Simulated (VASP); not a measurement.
Input of a VASP 6.6.1 run:

File INCAR:

```
SYSTEM = W
PREC = Accurate
ENCUT = 520
EDIFF = 1E-7
ISMEAR = 0
SIGMA = 0.1
LREAL = .FALSE.
LASPH = .TRUE.
NELM = 80
ALGO = Normal
ISIF = 3
LWAVE = .FALSE.
LCHARG = .FALSE.
GGA = PE
IBRION = 2
NSW = 80
EDIFFG = -0.002
```

File KPOINTS:

```
regular mesh
0
G
  12 12 12
  0 0 0
```

POSCAR

```
W
1.0
   -1.5823450000      1.5823450000      1.5823450000
    1.5823450000     -1.5823450000      1.5823450000
    1.5823450000      1.5823450000     -1.5823450000
W
1
Direct
    0.0000000000      0.0000000000      0.0000000000
```

Potentials or basis: VASP PAW PBE potentials, release 64 (W_sv).

The run is started by

```console
$ cat potpaw_PBE.64/W_sv/POTCAR > POTCAR
$ mpirun -np 1 vasp_std > vasp.out
```

Estimate the band gap on the k mesh.

none (metal or under the smearing width).

Estimate the relaxed cell.

a = 2.760 Å, b = 2.760 Å, c = 2.760 Å, α = 109.47°, β = 109.47°, γ = 109.47°.

What does it give for the relaxed volume?

16.18 Å³/atom.

What does it give for the space group after relaxing (to 0.05 Å)?

Im-3m (No. 229).

Final structure:
```xyz
1
Lattice="-1.5932 1.5932 1.5932 1.5932 -1.5932 1.5932 1.5932 1.5932 -1.5932" Properties=species:S:1:pos:R:3 pbc="T T T"
W     0.0000    0.0000    0.0000
```

The run has no spin-orbit coupling, so splittings on W are missing. Zero-point motion and thermal expansion aren't in these numbers.
